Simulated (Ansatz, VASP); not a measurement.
# Cross-check of Ta2S2N (Ta2NS2 MXene monolayer) between VASP and Ansatz, part 2 of 2

One calculation is typed for both programs; each brings its own data sets. How far apart do they land? Of the first pair: The structure shown is the start of the Ansatz relaxation below; VASP solves that cell, so the two are compared at the walk's first step.

VASP 6.6.1 and Ansatz 0.2.0.

So far: The structure; Ansatz: relaxation, PBE.

**3. VASP: single point, PBE, start cell, pair 1**

Level of this step: PBE, zero-moment start; plane waves and PAW (S, Ta_pv, N) (VASP).

The same cell, functional, mesh and smearing now go to VASP, with its own data sets.

Lines of VASP's logs that name or quote its potential files are left out, and so is its time.

The input, INCAR:

```
SYSTEM = Ta2S2N
PREC = Accurate
ENCUT = 520
EDIFF = 1E-06
NELM = 200
ISMEAR = -1
SIGMA = 0.05
LREAL = .FALSE.
ALGO = Normal
GGA = PE
NBANDS = 28
ISPIN = 2
MAGMOM = 0 0 -0 -0 0
LASPH = .TRUE.
LMAXMIX = 4
LORBIT = 11
LWAVE = .FALSE.
LCHARG = .FALSE.
ISIF = 2
LDIPOL = .TRUE.
IDIPOL = 3
DIPOL = 0.5 0.5 0.335
LVHAR = .TRUE.
GGA_COMPAT = .FALSE.
NELMDL = -8
KPAR = 2
```

The input, POSCAR:

```
Ta2S2N
1.0
    3.1545800000      0.0000000000      0.0000000000
   -1.5772900000      2.7319460000      0.0000000000
    0.0000000000      0.0000000000     36.0883260000
S Ta N
2 2 1
Direct
    0.3333334553      0.6666669107      0.2493881262
    0.6666667277      0.3333334553      0.4196416038
    0.6666667277      0.3333334553      0.3000241131
    0.3333334553      0.6666669107      0.3690056169
    0.0000000000      0.0000000000      0.3345148789
```

The input, KPOINTS:

```
Automatic mesh
0
Gamma
12 12 1
0 0 0
```

PAW data sets: S, Ta_pv and N (PBE family, release 64).

Run with:

```
> mpirun -np 2 vasp_std
```

Numbers of over 12 decimals in the logs are rounded to 6 here.

The program printed:

```text
[banner, memory and clock lines left out]
running    2 mpi-ranks, on    1 nodes
 distrk:  each k-point on    1 cores,    2 groups
 distr:  one band on    1 cores,    1 groups

 POSCAR found type information on POSCAR S TaN
 POSCAR found :  3 types and       5 ions
 LDA part: xc-table for (Slater+PW92), standard interpolation
 POSCAR, INCAR and KPOINTS ok, starting setup
 FFT: planning ... GRIDC
 FFT: planning ... GRID_SOFT
 FFT: planning ... GRID
 WAVECAR not read
 entering main loop
       N       E                     dE             d eps       ncg     rms          rms(c)
DAV:   1     0.294710306254E+03    0.29471E+03   -0.18240E+04  2584   0.108E+03
DAV:   2    -0.157881339495E+02   -0.31050E+03   -0.30335E+03  2844   0.254E+02
DAV:   3    -0.479367791321E+02   -0.32149E+02   -0.31791E+02  2752   0.779E+01
DAV:   4    -0.488999803836E+02   -0.96320E+00   -0.95516E+00  2888   0.149E+01
DAV:   5    -0.489263936211E+02   -0.26413E-01   -0.26302E-01  2864   0.234E+00
DAV:   6    -0.489274281192E+02   -0.10345E-02   -0.10339E-02  2876   0.484E-01
DAV:   7    -0.489274746120E+02   -0.46493E-04   -0.46476E-04  3004   0.954E-02
DAV:   8    -0.489274768652E+02   -0.22532E-05   -0.22528E-05  2784   0.210E-02    0.293E+01
DAV:   9    -0.448919575508E+02    0.40355E+01   -0.19660E+01  2708   0.244E+01    0.141E+01
DAV:  10    -0.446964296252E+02    0.19553E+00   -0.34991E+00  2640   0.893E+00    0.616E+00
DAV:  11    -0.445618106946E+02    0.13462E+00   -0.12818E+00  2728   0.545E+00    0.153E+00
DAV:  12    -0.445185108307E+02    0.43300E-01   -0.24405E-01  2740   0.227E+00    0.429E-01
DAV:  13    -0.445173721429E+02    0.11387E-02   -0.22993E-02  2496   0.784E-01    0.470E-01
DAV:  14    -0.445164090053E+02    0.96314E-03   -0.44271E-03  2836   0.390E-01    0.151E-01
[...]
DAV:  22    -0.445160107603E+02   -0.26392E-04   -0.87714E-07  2040   0.369E-03    0.584E-03
DAV:  23    -0.445160539891E+02   -0.43229E-04   -0.20763E-06  2160   0.546E-03    0.337E-03
DAV:  24    -0.445160677949E+02   -0.13806E-04   -0.17949E-07  1736   0.222E-03    0.293E-03
DAV:  25    -0.445160876672E+02   -0.19872E-04   -0.10172E-06  1952   0.255E-03    0.935E-04
DAV:  26    -0.445160906217E+02   -0.29545E-05   -0.64872E-08  1588   0.983E-04    0.917E-04
DAV:  27    -0.445160947923E+02   -0.41705E-05   -0.93902E-08  1604   0.713E-04    0.295E-04
DAV:  28    -0.445160970237E+02   -0.22314E-05   -0.70915E-08  1604   0.516E-04    0.499E-04
DAV:  29    -0.445160979488E+02   -0.92517E-06   -0.22064E-08  1432   0.360E-04
   1 F= -.44516098E+02 E0= -.44506173E+02  d E =-.198496E-01  mag=     0.0000
```

Parts of OUTCAR (step 3):

```text
ion  position               nearest neighbor table
   1  0.333  0.667  0.249-   3 2.58   3 2.58   3 2.58
   2  0.667  0.333  0.420-   4 2.58   4 2.58   4 2.58
   3  0.667  0.333  0.300-   5 2.21   5 2.21   5 2.21   1 2.58   1 2.58   1 2.58   4 3.08   4 3.08
                             4 3.08
   4  0.333  0.667  0.369-   5 2.21   5 2.21   5 2.21   2 2.58   2 2.58   2 2.58   3 3.08   3 3.08
                             3 3.08
   5  0.000  0.000  0.335-   4 2.21   4 2.21   3 2.21   4 2.21   3 2.21   3 2.21

  LATTYP: Found a hexagonal cell.
 ALAT       =     3.1545800000
 C/A-ratio  =    11.4399780636

 Subroutine GETGRP returns: Found 12 space group operations
 (whereof  6 operations were pure point group operations)

The static configuration has the point symmetry C_3v.
 The point group associated with its full space group is D_3d.

 Found     19 irreducible k-points:

   k-points           NKPTS =     19   k-points in BZ     NKDIM =     19   number of bands    NBANDS=     28

   dimension x,y,z NGX =    24 NGY =   24 NGZ =  270
   dimension x,y,z NGXF=    48 NGYF=   48 NGZF=  540

   ENCUT  =  520.0 eV  38.22 Ry    6.18 a.u.   5.87  5.87 67.10*2*pi/ulx,y,z

   NELECT =      39.0000    total number of electrons

 k-points in reciprocal lattice and weights: Automatic mesh
   0.00000000  0.00000000  0.00000000       0.007
   0.08333333  0.00000000  0.00000000       0.042
   0.16666667  0.00000000  0.00000000       0.042
   0.25000000  0.00000000  0.00000000       0.042
   0.33333333  0.00000000  0.00000000       0.042
   0.41666667  0.00000000  0.00000000       0.042
   0.50000000  0.00000000  0.00000000       0.021
   0.08333333  0.08333333  0.00000000       0.042
   0.16666667  0.08333333  0.00000000       0.083
[...]
0.33333333  0.25000000  0.00000000       0.083
   0.33333333  0.33333333  0.00000000       0.014

 dipolmoment           0.000000      0.000000      0.000017 electrons x Angstroem

 average (electrostatic) potential at core
       1 -93.8972       2 -93.8970       3 -46.1421       4 -46.1420       5 -73.1606

 E-fermi :  -2.0399

 spin component 1
 k-point     1 :       0.0000    0.0000    0.0000
  band No.  band energies     occupation
    ...
     17      -3.4755      1.00000
     18      -2.7069      1.00000
     19      -2.7069      1.00000
     20      -2.2949      0.99393
     21      -2.2949      0.99393
     22      -1.5659      0.00008
     23      -0.8012      0.00000
     24      -0.8012      0.00000
     25      -0.1412      0.00000
     26       0.3176      0.00000
    ...

 k-point     2 :       0.0833    0.0000    0.0000
  band No.  band energies     occupation
    ...
     16      -3.7401      1.00000
     17      -3.5225      1.00000
     18      -3.3069      1.00000
     19      -3.1538      1.00000
     20      -2.2535      0.98622
     21      -1.9574      0.16101
     22      -1.2890      0.00000
     23      -0.9426      0.00000
     24      -0.6580      0.00000
     25       0.1238      0.00000
    ...

 k-point     3 :       0.1667    0.0000    0.0000
  band No.  band energies     occupation
    ...
     16      -4.3865      1.00000
     17      -3.7339      1.00000
     18      -3.7073      1.00000
     19      -3.4315      1.00000
     20      -2.3702      0.99865
     21      -1.7828      0.00581
     22      -1.2488      0.00000
     23      -0.8175      0.00000
     24      -0.1423      0.00000
     25       0.3851      0.00000
    ...

 k-point     4 :       0.2500    0.0000    0.0000
  band No.  band energies     occupation
    ...
     15      -5.7473      1.00000
     16      -5.1322      1.00000
     17      -4.4528      1.00000
     18      -3.9212      1.00000
     19      -3.4151      1.00000
     20      -1.9706      0.19975
     21      -1.5279      0.00004
     22      -1.3895      0.00000
     23      -0.5151      0.00000
     24       0.2336      0.00000
    ...

 k-point     5 :       0.3333    0.0000    0.0000
  band No.  band energies     occupation
    ...
     15      -6.4450      1.00000
     16      -5.3553      1.00000
     17      -4.9943      1.00000
     18      -4.0179      1.00000
     19      -3.5351      1.00000
     20      -1.8207      0.01232
     21      -1.2257      0.00000
     22      -0.6319      0.00000
     23       0.0075      0.00000
     24       0.4976      0.00000
    ...

 k-point     6 :       0.4167    0.0000    0.0000
  band No.  band energies     occupation
    ...
     15      -6.5378      1.00000
     16      -5.4279      1.00000
     17      -5.1419      1.00000
     18      -4.0754      1.00000
     19      -3.6249      1.00000
     20      -1.9767      0.22004
     21      -0.3512      0.00000
     22       0.1190      0.00000
     23       0.6092      0.00000
     24       0.8664      0.00000
    ...

  Total        2.4102334      2.4102326    -10.3325959     -0.0000000      0.0000000     -0.0000000
  in kB       12.4162167     12.4162129    -53.2279368     -0.0000000      0.0000000     -0.0000000
  external PRESSURE =      -9.4651691 kB  Pullay stress =       0.0000000 kB

  energy-cutoff  :      520.00
  volume of cell :      311.01
      direct lattice vectors                 reciprocal lattice vectors
     3.154580000  0.000000000  0.000000000     0.316999410  0.183019723  0.000000000
    -1.577290000  2.731946000  0.000000000     0.000000000  0.366039446  0.000000000
     0.000000000  0.000000000 36.088326000     0.000000000  0.000000000  0.027709792

 POSITION                                       TOTAL-FORCE (eV/Angst)
 -----------------------------------------------------------------------------------
     -0.00000      1.82130      9.00000        -0.000000      0.000000      2.259284
      1.57729      0.91065     15.14416         0.000000     -0.000000     -2.259284
      1.57729      0.91065     10.82737         0.000000      0.000000     -1.441500
     -0.00000      1.82130     13.31679        -0.000000     -0.000000      1.441500
      0.00000      0.00000     12.07208        -0.000000     -0.000000      0.000000
 -----------------------------------------------------------------------------------
    total drift:                               -0.000000     -0.000753      0.002100

  FREE ENERGIE OF THE ION-ELECTRON SYSTEM (eV)
  ---------------------------------------------------
  free  energy   TOTEN  =       -44.5160979488 eV

  energy  without entropy=      -44.4962483793  energy(sigma->0) =      -44.50617316

 vacuum level on the upper side and lower side of the slab         2.958         2.957

 total charge
# of ion       s       p       d       tot
------------------------------------------
    1        1.368   2.305   0.000   3.674
    2        1.368   2.305   0.000   3.674
    3        0.277   6.199   2.357   8.833
    4        0.277   6.199   2.357   8.833
    5        1.238   2.489   0.000   3.728
--------------------------------------------------
tot          4.530  19.498   4.713  28.741

 magnetization (x)
# of ion       s       p       d       tot
------------------------------------------
    1       -0.000  -0.000   0.000  -0.000
    2       -0.000  -0.000   0.000  -0.000
    3       -0.000  -0.000  -0.000  -0.000
    4       -0.000  -0.000  -0.000  -0.000
    5        0.000  -0.000   0.000  -0.000
--------------------------------------------------
tot         -0.000  -0.000  -0.000  -0.000

[... 1 further part left out ...]
```

This run allows spin, but its moments start at zero, where symmetry between the spins tends to hold them. Its electron count is odd, so without a moment it is a metal by construction.

**4. Comparison**

Known differences besides the potentials themselves: Ansatz cuts the interaction across the vacuum, VASP repeats the sheet with a dipole correction; the data sets hold 43 valence electrons in Ansatz (on its default PAW (the set named soft_2) files) and 39 in VASP; the cutoff is 420 eV in Ansatz and 520 eV in VASP. Total energies have different zeros and are not compared.

Forces (eV/Å; atoms numbered as in POSCAR):

```csv
atom,"Ansatz x, y, z","VASP x, y, z"
S1,"0.000, 0.000, 2.262","0.000, 0.000, 2.259"
S2,"0.000, 0.000, -2.262","0.000, 0.000, -2.259"
Ta3,"0.000, 0.000, -1.406","0.000, 0.000, -1.442"
Ta4,"0.000, 0.000, 1.406","0.000, 0.000, 1.442"
N5,"0.000, 0.000, 0.000","0.000, 0.000, 0.000"
```

The forces differ by 13 meV/Å r.m.s., which is 1.3 % of the r.m.s. force of 0.979 eV/Å (both taken over all components). Moments aren't recorded for both runs of this pair, so they may hold unlike magnetic states. With vacuum in the cell, a pressure given here is an average over mostly empty space and none of the material.

**5. Ansatz: relaxation, PBE**

This run makes the geometry at which the two programs are then compared.

The structure compared here is the end of the Ansatz relaxation.

The input, input.yaml:

```yaml
crystal:
  lattice:
    - [3.15458, 0.0, 0.0]
    - [-1.57729, 2.7319464183, 0.0]
    - [0.0, 0.0, 24.1441631042]
  atoms:
    - { symbol: S, position: [0.3333333333, 0.6666666667, 0.3727609013] }
    - { symbol: Ta, position: [0.6666666667, 0.3333333333, 0.4484466197], spin: 1.0 }
    - { symbol: "N", position: [0.0, 0.0, 0.5] }
    - { symbol: Ta, position: [0.3333333333, 0.6666666667, 0.5515533803], spin: 1.0 }
    - { symbol: S, position: [0.6666666667, 0.3333333333, 0.6272390987] }
  periodic: [true, true, false]
magnetization:
  spin_polarized: true
kpoints:
  mp_grid: { grid: [12, 12, 1] }
hamiltonian:
  xc: pbe
scf:
  occupations: { method: fermi_dirac, width: 0.05 }
relax:
  f_tol: 0.01
  max_steps: 90
  cell: {}
```

Run with:

```
> ansatz run input.yaml --threads 4 --pin off --max-ram 8192MiB --backend cpu --events-out ev --progress --plain --runs-dir out
```

The program printed:

```text
[...]
Crystal: 5 atoms, lattice volume = 311.014 Å³
Basis set: ecut = 420 eV, 6001 PW (Γ), exchange–correlation on 48×48×486 points (8 copies of the dense FFT grid, shifted against one another)
Bands: 28, of which v1, the nominal top of the filled ones, is band 22 counted from 1 (21 counted from 0)
[...]
cell:  # Å, volume = 343.0227 Å³
    - [3.312934, 0.0, 0]
    - [-1.656467, 2.869085, 0]
    - [0, 0, 36.088326]
  atoms:
    - { symbol: S, position: [0.333333, 0.666667, 0.259018] }
    - { symbol: Ta, position: [0.666667, 0.333333, 0.302976] }
    - { symbol: N, position: [0, 0, 0.334515] }
    - { symbol: Ta, position: [0.333333, 0.666667, 0.366053] }
    - { symbol: S, position: [0.666667, 0.333333, 0.410012] }
[key lines of the parts left out:]
SCF converged after 6 iterations
Magnetization: -0.0000 μB (21.5000 up, 21.5000 down)
Free energy (F): -22057.793955 eV
Fermi energy:    -5.083646 eV
P = ½ c Tr σ = 0.0247 N/m
```

**6. VASP: single point, PBE, relaxed cell, pair 2**

The same cell, functional, mesh and smearing now go to VASP, with its own data sets.

INCAR is that of step 3.

The input, POSCAR:

```
Ta2S2N
1.0
    3.3129335136      0.0000000000      0.0000000000
   -1.6564667568      2.8690845838      0.0000000000
    0.0000000000      0.0000000000     36.0883262090
S Ta N
2 2 1
Direct
    0.3333333333      0.6666666667      0.2590177652
    0.6666666667      0.3333333333      0.4100119639
    0.6666666667      0.3333333333      0.3029763568
    0.3333333333      0.6666666667      0.3660533722
    0.0000000000      0.0000000000      0.3345148645
```

KPOINTS is that of step 3.

Run with:

```
> mpirun -np 2 vasp_std
```

The program printed:

```text
[... set-up lines as in an earlier step ...]
 entering main loop
       N       E                     dE             d eps       ncg     rms          rms(c)
DAV:   1     0.292295875902E+03    0.29230E+03   -0.17984E+04  2624   0.106E+03
DAV:   2    -0.151649052520E+02   -0.30746E+03   -0.29905E+03  2840   0.246E+02
DAV:   3    -0.488420409778E+02   -0.33677E+02   -0.33336E+02  2804   0.783E+01
DAV:   4    -0.498074973064E+02   -0.96546E+00   -0.95716E+00  2760   0.148E+01
[...]
DAV:  26    -0.453695774908E+02   -0.40258E-05   -0.84596E-08  1720   0.874E-04    0.488E-04
DAV:  27    -0.453695800395E+02   -0.25487E-05   -0.69452E-08  1728   0.636E-04    0.416E-04
DAV:  28    -0.453695810386E+02   -0.99903E-06   -0.18985E-08  1564   0.428E-04
   1 F= -.45369581E+02 E0= -.45364556E+02  d E =-.100500E-01  mag=    -0.0000
```

Parts of OUTCAR (step 6):

```text
  Total        0.0959625      0.0959625      0.0617767      0.0000000      0.0000000      0.0000000
  in kB        0.4482181      0.4482181      0.2885443      0.0000000      0.0000000      0.0000000
  external PRESSURE =       0.3949935 kB  Pullay stress =       0.0000000 kB

 POSITION                                       TOTAL-FORCE (eV/Angst)
 -----------------------------------------------------------------------------------
     -0.00000      1.91272      9.34752        -0.000000      0.000000     -0.005962
      1.65647      0.95636     14.79665        -0.000000      0.000000      0.005962
      1.65647      0.95636     10.93391         0.000000      0.000000     -0.030894
     -0.00000      1.91272     13.21025         0.000000      0.000000      0.030894
      0.00000      0.00000     12.07208        -0.000000      0.000000     -0.000000
 -----------------------------------------------------------------------------------
    total drift:                                0.000000      0.000000      0.000074

  FREE ENERGIE OF THE ION-ELECTRON SYSTEM (eV)
  ---------------------------------------------------
  free  energy   TOTEN  =       -45.3695810386 eV

  energy  without entropy=      -45.3595310006  energy(sigma->0) =      -45.36455602

 magnetization (x)
# of ion       s       p       d       tot
------------------------------------------
    1        0.000   0.000   0.000   0.000
    2        0.000   0.000   0.000   0.000
    3        0.000   0.000   0.000   0.000
    4        0.000   0.000   0.000   0.000
    5        0.000  -0.000   0.000  -0.000
--------------------------------------------------
tot          0.000   0.000   0.000   0.000

[... 1 part as in an earlier step ...]

[... 2 further parts left out ...]
[key lines of the parts left out:]
E-fermi :  -2.3781
```

**7. Side by side**

What differs besides the data sets and the points named for the pairs above, as far as they apply: the data sets hold 43 valence electrons in Ansatz (on its default PAW (the set named soft_2) files) and 39 in VASP. Total energies have different zeros and are not compared.

At this near-relaxed geometry the largest component of a force difference is 29 meV/Å. With vacuum in the cell, a pressure given here is an average over mostly empty space and none of the material.

**8. Summary of results**

| Property | Result |
| --- | --- |
| r.m.s. force difference (single point, PBE, start cell, pair 1) | 1.3 % of the r.m.s. force |
| r.m.s. force difference (single point, PBE, relaxed cell, pair 2) | 11 meV/Å |

What this shows: The r.m.s. force difference is 11 meV/Å (single point, PBE, relaxed cell, pair 2), within the 12 meV/Å picked in this series as the mark of a large difference. The data sets hold unlike numbers of valence electrons (43 in Ansatz and 39 in VASP), so part of the differences comes from the potentials. How closely two codes agree says nothing of how well the functional describes the real material.

[Lines on the potential files, build, host, timing and source positions are cut from VASP's logs without a mark.]

[Logs are printed without paths, hosts, clocks, repeated set-up lines and the standing remarks that a program may print on its own settings, such as how far it seeks lower states.]

[Hosts, paths, dates, database ids (printed as entryN), source tags and the programs' standing remarks are cut or masked in the printed files.]
